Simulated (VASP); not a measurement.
Given:

```xyz
2
Lattice="0.0000 3.0917 3.0917 3.0917 0.0000 3.0917 3.0917 3.0917 0.0000" Properties=species:S:1:pos:R:3 pbc="T T T"
Cd     0.0000     0.0000     0.0000
Se     1.5458     1.5458     1.5458
```

Method: optB88-vdW, VASP's PBE PAW potentials (set 64) (plane waves; VASP). Run with 520 eV cut-off, Gaussian smearing of 0.050 eV, potentials Cd Se.

**Question.** Give the energies of bands 7 to 11 at the high-symmetry points, in eV from the valence-band maximum.

**Answer.** 
```json
[
 {"band": "7", "Γ": "0.00", "X": "-3.88", "U": "-3.81", "L": "-4.12", "W": "-3.77"},
 {"band": "8", "Γ": "0.00", "X": "-1.69", "U": "-2.32", "L": "-0.68", "W": "-2.06"},
 {"band": "9", "Γ": "0.00", "X": "-1.69", "U": "-1.38", "L": "-0.68", "W": "-2.01"},
 {"band": "10", "Γ": "0.36", "X": "3.15", "U": "3.63", "L": "2.23", "W": "4.73"},
 {"band": "11", "Γ": "5.90", "X": "3.62", "U": "4.97", "L": "6.38", "W": "5.16"}
]
```

The gap is direct, 0.36 eV, from the valence maximum at Γ to the conduction minimum at Γ.

The compound is CdSe in the zinc blende structure, whereas wurtzite is the usual form. It was relaxed first, which changed the volume by +7 %.
